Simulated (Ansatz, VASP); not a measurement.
# HfTeS: VASP beside Ansatz, part 2 of 2

Wanted: the spread between two codes on one cell, functional and k mesh. The cell is taken from a series of runs on this material, whose earlier steps may have relaxed, scaled, displaced or heated it; both programs get it as it stands.

VASP 6.6.1 and Ansatz 0.2.0.

So far: The structure; Ansatz: zone-centre phonons, PBEsol.

## Step 3: VASP: zone-centre phonons, PBEsol

Level of this step: PBEsol; plane waves and PAW (Hf_pv, S, Te) (VASP).

The same cell, functional, mesh and smearing now go to VASP, with its own data sets.

Lines of VASP's logs that name or quote its potential files are left out, and so is its time.

Input file INCAR:

```
SYSTEM = HfTeS
PREC = Accurate
ENCUT = 500
EDIFF = 1E-08
NELM = 120
ISMEAR = 1
SIGMA = 0.2
LREAL = .FALSE.
ALGO = Normal
GGA = PS
NBANDS = 17
LASPH = .TRUE.
LORBIT = 11
LWAVE = .FALSE.
LCHARG = .FALSE.
ISIF = 2
IBRION = 8
GGA_COMPAT = .FALSE.
NELMDL = -8
KPAR = 2
```

Input file POSCAR:

```
HfTeS
1.0
    3.7343976054      0.0000000000      0.0000000000
   -1.8671988027      3.3634465217      0.0000000000
    0.0000000000      0.0000000000     30.0000000000
Hf S Te
1 1 1
Direct
    0.0004346819      0.0008693638      0.3390292049
    0.3299406771      0.6598813543      0.3809714647
    0.6696246409      0.3392492818      0.2766659972
```

Input file KPOINTS:

```
Automatic mesh
0
Gamma
15 15 1
0 0 0
```

PAW data sets: Hf_pv, S and Te (PBE family, release 64).

The run is started by

```
> mpirun -np 2 vasp_std
```

Numbers of over 12 decimals in the logs are rounded to 6 here.

The program printed:

```text
[banner, memory and clock lines left out]
running    2 mpi-ranks, on    1 nodes
 distrk:  each k-point on    1 cores,    2 groups
 distr:  one band on    1 cores,    1 groups

 POSCAR found type information on POSCAR HfS Te
 POSCAR found :  3 types and       3 ions
|                                                                             |
|               ----> ADVICE to this user running VASP <----                  |
|                                                                             |
|     You enforced a specific xc type in the INCAR file but a different       |
|     [... a line on the potential file left out ...]
|     I HOPE YOU KNOW WHAT YOU ARE DOING!                                     |
|                                                                             |

 LDA part: xc-table for (Slater+PW92), standard interpolation
 POSCAR, INCAR and KPOINTS ok, starting setup
 FFT: planning ... GRIDC
 FFT: planning ... GRID_SOFT
 FFT: planning ... GRID
 WAVECAR not read
 entering main loop
       N       E                     dE             d eps       ncg     rms          rms(c)
DAV:   1     0.104044030833E+03    0.10404E+03   -0.86702E+03  2696   0.868E+02
DAV:   2    -0.988654063283E+01   -0.11393E+03   -0.11110E+03  2911   0.158E+02
DAV:   3    -0.229857449375E+02   -0.13099E+02   -0.13021E+02  3125   0.529E+01
DAV:   4    -0.232559069027E+02   -0.27016E+00   -0.27051E+00  3422   0.917E+00
DAV:   5    -0.232615035305E+02   -0.55966E-02   -0.47673E-02  3432   0.105E+00
DAV:   6    -0.232615615100E+02   -0.57979E-04   -0.57975E-04  3472   0.104E-01
DAV:   7    -0.232615625666E+02   -0.10566E-05   -0.10563E-05  3432   0.127E-02
DAV:   8    -0.232615625838E+02   -0.17201E-07   -0.17030E-07  3480   0.146E-03    0.460E+01
DAV:   9    -0.220225397926E+02    0.12390E+01   -0.39688E+00  2518   0.888E+00    0.328E+01
DAV:  10    -0.219775293223E+02    0.45010E-01   -0.18015E+00  2845   0.711E+00    0.839E+00
DAV:  11    -0.219033206227E+02    0.74209E-01   -0.40548E-01  2797   0.338E+00    0.167E+00
DAV:  12    -0.219004108733E+02    0.29097E-02   -0.51016E-02  2872   0.116E+00    0.556E-01
DAV:  13    -0.219000167641E+02    0.39411E-03   -0.40019E-03  2977   0.362E-01    0.176E-01
DAV:  14    -0.218998689843E+02    0.14778E-03   -0.39169E-04  3055   0.113E-01    0.943E-02
[...]
DAV:  24    -0.219005642781E+02   -0.44729E-05   -0.62763E-08  2711   0.610E-04    0.484E-04
DAV:  25    -0.219005701825E+02   -0.59044E-05   -0.15676E-07  2679   0.958E-04    0.385E-04
DAV:  26    -0.219005725870E+02   -0.24045E-05   -0.50354E-08  2540   0.485E-04    0.388E-04
DAV:  27    -0.219005733361E+02   -0.74905E-06   -0.38632E-09  2564   0.190E-04    0.144E-04
DAV:  28    -0.219005739164E+02   -0.58030E-06   -0.79692E-09  2217   0.214E-04    0.581E-05
DAV:  29    -0.219005740070E+02   -0.90599E-07    0.42945E-11  2623   0.637E-05    0.283E-05
DAV:  30    -0.219005740739E+02   -0.66904E-07   -0.10912E-10  2152   0.614E-05    0.406E-05
DAV:  31    -0.219005740783E+02   -0.44745E-08    0.33695E-10  2139   0.185E-05
   1 F= -.21900574E+02 E0= -.21901293E+02  d E =0.215542E-02
 Linear response reoptimize wavefunctions to high precision
DAV:   1    -0.219005740850E+02   -0.66557E-08    0.33107E-10  2155   0.213E-05
DAV:   2    -0.219005740850E+02   -0.20009E-10    0.35712E-10  1817   0.715E-06
 Linear response DOF=           9
 Linear response progress:
  Degree of freedom:   1/  9
       N       E                     dE             d eps       ncg     rms          rms(c)
RMM:   1    -0.217406147347E+00   -0.21741E+00    0.42608E+00  4048   0.130E+01
RMM:   2    -0.222946829517E+00   -0.55407E-02   -0.41137E-02  5830   0.131E+00    0.589E-01
RMM:   3    -0.222574813002E+00    0.37202E-03   -0.21277E-03  8291   0.223E-01    0.235E-01
RMM:   4    -0.222203102390E+00    0.37171E-03   -0.19822E-04  8220   0.773E-02    0.155E-01
RMM:   5    -0.221850262261E+00    0.35284E-03   -0.48006E-05  8373   0.438E-02    0.123E-02
RMM:   6    -0.221834412942E+00    0.15849E-04   -0.45676E-06  8530   0.119E-02    0.957E-03
[...]
Degree of freedom:   4/  9
       N       E                     dE             d eps       ncg     rms          rms(c)
RMM:   1    -0.104121385355E+00   -0.10412E+00    0.46251E-02  9619   0.186E+00
RMM:   2    -0.104194517044E+00   -0.73132E-04   -0.37215E-03  6450   0.341E-01    0.518E-01
RMM:   3    -0.104488940921E+00   -0.29442E-03   -0.46408E-04  6671   0.110E-01    0.306E-01
RMM:   4    -0.105077458645E+00   -0.58852E-03   -0.36761E-04  6549   0.893E-02    0.256E-02
RMM:   5    -0.104907942389E+00    0.16952E-03   -0.29547E-05  6759   0.264E-02    0.138E-02
RMM:   6    -0.104883345339E+00    0.24597E-04   -0.34246E-06  7274   0.873E-03    0.566E-03
RMM:   7    -0.104916203900E+00   -0.32859E-04   -0.11918E-06  6443   0.504E-03    0.221E-03
RMM:   8    -0.104904801805E+00    0.11402E-04   -0.10585E-07  6669   0.165E-03    0.126E-03
RMM:   9    -0.104904739767E+00    0.62038E-07   -0.94155E-10  7420   0.550E-04    0.295E-04
RMM:  10    -0.104903471676E+00    0.12681E-05   -0.18909E-08  6618   0.263E-04    0.724E-05
RMM:  11    -0.104903409484E+00    0.62192E-07   -0.50782E-08  7643   0.868E-05    0.606E-05
RMM:  12    -0.104903435983E+00   -0.26498E-07    0.20653E-10  7789   0.293E-05    0.377E-05
[...]
RMM:   3    -0.138125167049E+00    0.50193E-04   -0.58241E-04  3898   0.106E-01    0.248E-01
RMM:   4    -0.138238416057E+00   -0.11325E-03   -0.18013E-04  4065   0.518E-02    0.377E-02
RMM:   5    -0.138187308215E+00    0.51108E-04   -0.13561E-05  3982   0.170E-02    0.223E-02
RMM:   6    -0.138156782117E+00    0.30526E-04   -0.19649E-06  3902   0.625E-03    0.897E-03
RMM:   7    -0.138150539313E+00    0.62428E-05   -0.40139E-07  3929   0.298E-03    0.175E-03
RMM:   8    -0.138156768048E+00   -0.62287E-05   -0.15502E-07  3895   0.137E-03    0.145E-03
RMM:   9    -0.138153657621E+00    0.31104E-05   -0.82578E-08  3947   0.107E-03    0.735E-04
RMM:  10    -0.138151842646E+00    0.18150E-05   -0.16302E-09  3772   0.326E-04    0.351E-04
RMM:  11    -0.138149565226E+00    0.22774E-05   -0.35119E-08  4063   0.533E-04    0.120E-04
RMM:  12    -0.138149309541E+00    0.25568E-06   -0.20526E-08  4135   0.285E-04    0.756E-05
RMM:  13    -0.138148669580E+00    0.63996E-06   -0.27133E-08  4170   0.267E-04    0.618E-05
RMM:  14    -0.138148650299E+00    0.19281E-07    0.22066E-08  4150   0.108E-04    0.391E-05
RMM:  15    -0.138148732025E+00   -0.81725E-07    0.48466E-08  4276   0.126E-04    0.198E-05
RMM:  16    -0.138148717153E+00    0.14872E-07    0.46372E-08  4040   0.499E-05    0.571E-06
RMM:  17    -0.138148682871E+00    0.34282E-07    0.67378E-08  4035   0.465E-05    0.688E-06
RMM:  18    -0.138148664708E+00    0.18163E-07    0.45727E-08  3947   0.325E-05    0.188E-06
RMM:  19    -0.138148656817E+00    0.78919E-08    0.37782E-08  3786   0.244E-05    0.269E-06
 first order change of Fermi-energy  -0.15927E+01
 force on displaced ion       2 direction 3 :   0.000   0.376  -7.920
 Linear response progress:
  Degree of freedom:   7/  9
       N       E                     dE             d eps       ncg     rms          rms(c)
RMM:   1    -0.410331966741E-01   -0.41033E-01    0.29244E-02  9378   0.887E-01
RMM:   2    -0.419682199768E-01   -0.93502E-03   -0.17572E-03  7231   0.196E-01    0.236E-01
RMM:   3    -0.420585952374E-01   -0.90375E-04   -0.17910E-04  6894   0.673E-02    0.148E-01
RMM:   4    -0.422563920781E-01   -0.19780E-03   -0.72004E-05  6663   0.447E-02    0.109E-02
RMM:   5    -0.422297488753E-01    0.26643E-04   -0.45072E-06  7100   0.112E-02    0.626E-03
RMM:   6    -0.422183494462E-01    0.11399E-04   -0.77188E-07  6965   0.457E-03    0.190E-03
RMM:   7    -0.422197164670E-01   -0.13670E-05   -0.65913E-08  7200   0.140E-03    0.130E-03
RMM:   8    -0.422179529112E-01    0.17636E-05    0.10374E-09  6986   0.564E-04    0.454E-04
RMM:   9    -0.422181700465E-01   -0.21714E-06   -0.46004E-09  7390   0.189E-04    0.223E-04
RMM:  10    -0.422182658120E-01   -0.95766E-07    0.12769E-08  7352   0.766E-05    0.916E-05
RMM:  11    -0.422182366591E-01    0.29153E-07    0.20862E-08  7476   0.265E-05    0.103E-05
RMM:  12    -0.422182156266E-01    0.21033E-07    0.15209E-08  7515   0.129E-05    0.919E-06
RMM:  13    -0.422182065485E-01    0.90781E-08    0.10913E-09  6588   0.885E-06    0.138E-06
 first order change of Fermi-energy  -0.81100E-03
 force on displaced ion       3 direction 1 :  -2.803  -0.003   0.002
 Linear response progress:
  Degree of freedom:   8/  9
       N       E                     dE             d eps       ncg     rms          rms(c)
RMM:   1    -0.419605788976E-01   -0.41961E-01    0.32426E-02  5335   0.891E-01
RMM:   2    -0.429144811507E-01   -0.95390E-03   -0.18076E-03  4028   0.198E-01    0.242E-01
RMM:   3    -0.430109592348E-01   -0.96478E-04   -0.18300E-04  3850   0.686E-02    0.151E-01
RMM:   4    -0.432195594942E-01   -0.20860E-03   -0.76380E-05  3749   0.461E-02    0.110E-02
RMM:   5    -0.431923691016E-01    0.27190E-04   -0.45499E-06  3976   0.115E-02    0.659E-03
RMM:   6    -0.431811830504E-01    0.11186E-04   -0.75590E-07  3933   0.465E-03    0.217E-03
RMM:   7    -0.431820324179E-01   -0.84937E-06   -0.57533E-08  4098   0.133E-03    0.143E-03
RMM:   8    -0.431810660745E-01    0.96634E-06   -0.64454E-08  4068   0.538E-04    0.689E-04
RMM:   9    -0.431806157804E-01    0.45029E-06   -0.66597E-08  4107   0.212E-04    0.172E-04
RMM:  10    -0.431808743668E-01   -0.25859E-06   -0.42872E-08  4084   0.892E-05    0.119E-04
RMM:  11    -0.431808232423E-01    0.51124E-07   -0.34174E-09  4015   0.395E-05    0.103E-05
RMM:  12    -0.431807951654E-01    0.28077E-07   -0.13909E-08  3927   0.192E-05    0.738E-06
RMM:  13    -0.431807747964E-01    0.20369E-07   -0.28890E-08  3942   0.202E-05    0.478E-06
RMM:  14    -0.431807778888E-01   -0.30925E-08   -0.31119E-08  3878   0.125E-05    0.601E-06
 first order change of Fermi-energy  -0.67243E-02
 force on displaced ion       3 direction 2 :  -0.000  -2.822   0.264
 Linear response progress:
  Degree of freedom:   9/  9
       N       E                     dE             d eps       ncg     rms          rms(c)
RMM:   1    -0.792987465359E-01   -0.79299E-01    0.53655E-02  5286   0.943E-01
RMM:   2    -0.796540645892E-01   -0.35532E-03   -0.23375E-03  4126   0.232E-01    0.492E-01
RMM:   3    -0.795814914751E-01    0.72573E-04   -0.25442E-04  3744   0.804E-02    0.297E-01
RMM:   4    -0.796553263582E-01   -0.73835E-04   -0.97504E-05  3599   0.440E-02    0.436E-02
RMM:   5    -0.796347917264E-01    0.20535E-04   -0.16003E-05  3724   0.193E-02    0.133E-02
RMM:   6    -0.796267736315E-01    0.80181E-05   -0.14161E-06  3935   0.591E-03    0.785E-03
RMM:   7    -0.796199156089E-01    0.68580E-05   -0.59048E-07  4014   0.318E-03    0.256E-03
RMM:   8    -0.796242442879E-01   -0.43287E-05   -0.48153E-08  3903   0.126E-03    0.188E-03
RMM:   9    -0.796254481041E-01   -0.12038E-05   -0.95662E-09  4128   0.464E-04    0.122E-03
RMM:  10    -0.796261279702E-01   -0.67987E-06   -0.19432E-08  3872   0.362E-04    0.362E-04
RMM:  11    -0.796275019458E-01   -0.13740E-05   -0.13460E-08  3885   0.245E-04    0.170E-04
RMM:  12    -0.796281524825E-01   -0.65054E-06   -0.11769E-08  4137   0.214E-04    0.145E-04
RMM:  13    -0.796289713541E-01   -0.81887E-06   -0.83572E-09  4272   0.256E-04    0.671E-05
RMM:  14    -0.796290382461E-01   -0.66892E-07   -0.10560E-08  4229   0.835E-05    0.279E-05
RMM:  15    -0.796291250691E-01   -0.86823E-07   -0.17019E-08  4281   0.658E-05    0.154E-05
RMM:  16    -0.796290871360E-01    0.37933E-07    0.12048E-09  4295   0.530E-05    0.334E-05
RMM:  17    -0.796290813137E-01    0.58223E-08    0.20301E-09  4051   0.296E-05    0.720E-06
 first order change of Fermi-energy  -0.65492E+00
 force on displaced ion       3 direction 3 :  -0.000   0.254  -9.094
 Linear response finished
```

Parts of OUTCAR (step 3):

```text
ion  position               nearest neighbor table
   1  0.000  0.001  0.339-   2 2.53   2 2.53   2 2.55   3 2.88   3 2.88   3 2.91
   2  0.330  0.660  0.381-   1 2.53   1 2.53   1 2.55
   3  0.670  0.339  0.277-   1 2.88   1 2.88   1 2.91

  LATTYP: Found a base centered orthorhombic cell.
 ALAT       =     3.7343976054
 B/A-ratio  =     1.8013328398
 C/A-ratio  =     8.0334241744

 Subroutine GETGRP returns: Found  2 space group operations
 (whereof  2 operations were pure point group operations)

The static configuration has the point symmetry C_1h.

 Found     64 irreducible k-points:

   k-points           NKPTS =     64   k-points in BZ     NKDIM =     64   number of bands    NBANDS=     17

   dimension x,y,z NGX =    28 NGY =   28 NGZ =  224
   dimension x,y,z NGXF=    56 NGYF=   56 NGZF=  448

   ENCUT  =  500.0 eV  36.75 Ry    6.06 a.u.   6.81  7.01 54.70*2*pi/ulx,y,z

   NELECT =      22.0000    total number of electrons

 k-points in reciprocal lattice and weights: Automatic mesh
   0.00000000  0.00000000  0.00000000       0.004
   0.06666667  0.00000000  0.00000000       0.018
   0.13333333  0.00000000  0.00000000       0.018
   0.20000000  0.00000000  0.00000000       0.018
   0.26666667  0.00000000  0.00000000       0.018
   0.33333333  0.00000000  0.00000000       0.018
   0.40000000  0.00000000  0.00000000       0.018
   0.46666667  0.00000000  0.00000000       0.018
   0.00000000  0.06666667  0.00000000       0.009
[...]
0.00000000  0.46666667  0.00000000       0.009
   0.06666667  0.46666667  0.00000000       0.009

 average (electrostatic) potential at core
       1 -45.9370       2 -94.6248       3 -96.4703

  Total       -0.4321560     -1.8681458     -0.0893431      0.0000000      0.0036335      0.0000000
  in kB       -1.8374894     -7.9431912     -0.3798788      0.0000000      0.0154495      0.0000000
  external PRESSURE =      -3.3868531 kB  Pullay stress =       0.0000000 kB

  energy-cutoff  :      500.00
  volume of cell :      376.81
      direct lattice vectors                 reciprocal lattice vectors
     3.734397605  0.000000000  0.000000000     0.267780806  0.148657039  0.000000000
    -1.867198803  3.363446522  0.000000000     0.000000000  0.297314078  0.000000000
     0.000000000  0.000000000 30.000000000     0.000000000  0.000000000  0.033333333

 POSITION                                       TOTAL-FORCE (eV/Angst)
 -----------------------------------------------------------------------------------
      0.00000      0.00292     10.17088         0.000000     -0.000437      0.022185
     -0.00000      2.21948     11.42914        -0.000000      0.001223     -0.037152
      1.86720      1.14105      8.29998         0.000000     -0.000786      0.014967
 -----------------------------------------------------------------------------------
    total drift:                               -0.000000      0.000218     -0.000081

 Eigenvectors and eigenvalues of the dynamical matrix
 ----------------------------------------------------

   1 f  =    8.389628 THz    52.713588 2PiTHz  279.847869 cm-1    34.696698 meV
             X         Y         Z           dx          dy          dz
      0.000000  0.002924 10.170876    -0.000000    0.045432   -0.402349
     -0.000000  2.219476 11.429144     0.000000   -0.122840    0.905776
      1.867199  1.141047  8.299980    -0.000000    0.008056    0.021603

   2 f  =    6.755119 THz    42.443662 2PiTHz  225.326504 cm-1    27.936913 meV
             X         Y         Z           dx          dy          dz
      0.000000  0.002924 10.170876    -0.273900   -0.000000   -0.000000
     -0.000000  2.219476 11.429144     0.949549    0.000000    0.000000
      1.867199  1.141047  8.299980    -0.152762   -0.000000   -0.000000

   3 f  =    6.640870 THz    41.725814 2PiTHz  221.515565 cm-1    27.464417 meV
             X         Y         Z           dx          dy          dz
      0.000000  0.002924 10.170876     0.000000   -0.268941   -0.042329
     -0.000000  2.219476 11.429144    -0.000000    0.941553    0.124044
      1.867199  1.141047  8.299980    -0.000000   -0.154337   -0.012289

   4 f  =    5.288323 THz    33.227516 2PiTHz  176.399481 cm-1    21.870738 meV
             X         Y         Z           dx          dy          dz
      0.000000  0.002924 10.170876    -0.000000   -0.021136    0.554546
     -0.000000  2.219476 11.429144     0.000000   -0.020269    0.263125
      1.867199  1.141047  8.299980     0.000000    0.035321   -0.788124

   5 f  =    2.687345 THz    16.885088 2PiTHz   89.640190 cm-1    11.113962 meV
             X         Y         Z           dx          dy          dz
      0.000000  0.002924 10.170876     0.000000   -0.630393   -0.029505
     -0.000000  2.219476 11.429144     0.000000   -0.054688    0.003425
      1.867199  1.141047  8.299980    -0.000000    0.773059    0.033342

   6 f  =    2.679810 THz    16.837745 2PiTHz   89.388852 cm-1    11.082800 meV
             X         Y         Z           dx          dy          dz
      0.000000  0.002924 10.170876    -0.630302   -0.000000   -0.000000
     -0.000000  2.219476 11.429144    -0.057255   -0.000000   -0.000000
      1.867199  1.141047  8.299980     0.774236    0.000000    0.000000

   7 f/i=    0.001646 THz     0.010343 2PiTHz    0.054907 cm-1     0.006808 meV
             X         Y         Z           dx          dy          dz
      0.000000  0.002924 10.170876    -0.000000    0.205947    0.696788
     -0.000000  2.219476 11.429144    -0.000000    0.087437    0.295449
      1.867199  1.141047  8.299980    -0.000000    0.174010    0.588946

   8 f/i=    0.002125 THz     0.013349 2PiTHz    0.070869 cm-1     0.008787 meV
             X         Y         Z           dx          dy          dz
      0.000000  0.002924 10.170876     0.000000   -0.696671    0.205958
     -0.000000  2.219476 11.429144     0.000000   -0.295537    0.087440
      1.867199  1.141047  8.299980     0.000000   -0.589040    0.173996

   9 f/i=    0.002907 THz     0.018265 2PiTHz    0.096967 cm-1     0.012022 meV
             X         Y         Z           dx          dy          dz
      0.000000  0.002924 10.170876     0.726428    0.000000   -0.000000
     -0.000000  2.219476 11.429144     0.308349    0.000000   -0.000000
      1.867199  1.141047  8.299980     0.614185    0.000000   -0.000000

 ELASTIC MODULI CONTR FROM IONIC RELAXATION (kBar)
 Direction    XX          YY          ZZ          XY          YZ          ZX
 --------------------------------------------------------------------------------
 XX         -96.4743    -60.5697   -126.1657     -0.0000     48.4630      0.0000
 YY         -60.5697    -82.0080   -117.4029     -0.0000    -32.3367      0.0000
 ZZ        -126.1657   -117.4029   -212.7862     -0.0000      5.5259      0.0000
 XY          -0.0000     -0.0000     -0.0000    -21.1448     -0.0000     44.2662
 YZ          48.4630    -32.3367      5.5259     -0.0000   -119.5412      0.0000
 ZX           0.0000      0.0000      0.0000     44.2662      0.0000    -99.3549
 --------------------------------------------------------------------------------
```

## Step 4: Differences

Known differences besides the potentials themselves: Ansatz cuts the interaction across the vacuum, VASP repeats the sheet without a dipole correction; the data sets hold 48 valence electrons in Ansatz (on its PAW soft_1 files) and 22 in VASP; the cutoff is 420 eV in Ansatz and 500 eV in VASP; Ansatz makes its cores anew for this functional, VASP keeps those of its PBE data sets. Total energies have different zeros and are not compared.

The two programs side by side:

| quantity | Ansatz | VASP | difference |
| --- | --- | --- | --- |
| optical mode 1 (cm⁻¹) | 89.8 | 89.4 | +0.49 % |
| optical mode 2 (cm⁻¹) | 90.2 | 89.6 | +0.58 % |
| optical mode 3 (cm⁻¹) | 176.3 | 176.4 | -0.05 % |
| optical mode 4 (cm⁻¹) | 222.5 | 221.5 | +0.44 % |
| optical mode 5 (cm⁻¹) | 226.2 | 225.3 | +0.40 % |
| optical mode 6 (cm⁻¹) | 279.5 | 279.8 | -0.12 % |

Modes are paired by rising frequency, not by their patterns, so a pair may set unlike modes beside each other; they are those without the splitting of longitudinal modes. Where the cell holds vacuum, a pressure given here is an average over it and none of the material.

## Step 5: Results

```yaml
r_m_s_difference_of_the_optical_zone_centre_modes_each_program_s_sorted_by_frequency_zone_centre_phonons_pbesol: 0.62 cm⁻¹
difference_in_optical_mode_2_zone_centre_phonons_pbesol: +0.6 %
```

The r.m.s. difference of the optical zone-centre modes, each program's sorted by frequency is 0.62 cm⁻¹ (zone-centre phonons, PBEsol). The data sets hold unlike numbers of valence electrons (48 in Ansatz and 22 in VASP), so part of the differences may come from the potentials. Among the rows given in per cent, the largest difference of the zone-centre phonons, PBEsol pair is in optical mode 2, +0.6 %. Such differences can come from data sets, numerical settings and the points named under the comparisons, not from the functional's error against experiment.

[Lines on the potential files, build, host, timing and source positions are cut from VASP's logs without a mark.]

[Logs are printed without paths, hosts, clocks, repeated set-up lines and the standing remarks that a program may print on its own settings, such as how far it seeks lower states.]

[Hosts, paths, dates, database ids (printed as entryN), source tags and the programs' standing remarks are cut or masked in the printed files.]
